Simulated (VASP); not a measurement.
Rb:

```
Rb
1.0
    -2.80250    2.80250    2.80250
     2.80250   -2.80250    2.80250
     2.80250    2.80250   -2.80250
Rb
1
Cartesian
  0.0000 0.0000 0.0000
```

```yaml
Program: VASP 6.6.1
Task: relaxation of cell and atoms
Functional: r2SCAN
Potentials_or_basis: VASP PAW PBE potentials, release 64 (Rb_sv)
Cutoff: 600 eV
k_mesh: 10 × 10 × 10
Occupations: methfessel-paxton, width 0.1 eV
Spin: no spin polarisation
```

At the start: pressure 0.2 GPa; volume 88.04 Å³/atom.

Q: How do energy, volume and symmetry change on relaxing?

A: Over 3 steps the energy falls by 4.8 meV/atom and the volume is 94.65 Å³/atom (+7.5 %); space group Im-3m (No. 229, to 0.05 Å).

Step by step:
```csv
step,energy change (eV),largest force (eV/Å),pressure (GPa),volume (Å³)
1,0.0000,0.0000,0.23,88.04
2,-0.0020,0.0000,0.17,89.67
3,-0.0048,0.0000,0.01,94.65
```

Final structure:
```
CELL_PARAMETERS angstrom
-2.87096 2.87096 2.87096
2.87096 -2.87096 2.87096
2.87096 2.87096 -2.87096
ATOMIC_POSITIONS crystal
Rb 0.00000 0.00000 0.00000
```

Caveat: the PAW data sets were made with another functional, which shifts forces and pressure a little.
